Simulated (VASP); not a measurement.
Data:

```xyz
2
Lattice="0.0000 2.7881 2.7881 2.7881 0.0000 2.7881 2.7881 2.7881 0.0000" Properties=species:S:1:pos:R:3 pbc="T T T"
Si     0.0000     0.0000     0.0000
Si     1.3941     1.3941     1.3941
```

All values below come from optB88-vdW, VASP's PBE PAW potentials (set 64) (plane waves; VASP). Run with 520 eV cut-off, 8×8×8 Γ-centred mesh, Gaussian smearing of 0.050 eV, potentials Si.

Q: Give the stress tensor in GPa (positive for a compressed cell).

A: 
```
-4.54   0.00   0.00
 0.00  -4.54   0.00
 0.00   0.00  -4.54
```
The pressure is its mean diagonal, -4.54 GPa.

The compound is Si in the diamond structure. This cell is one point of a volume scan, at 1.06 of the reference volume.
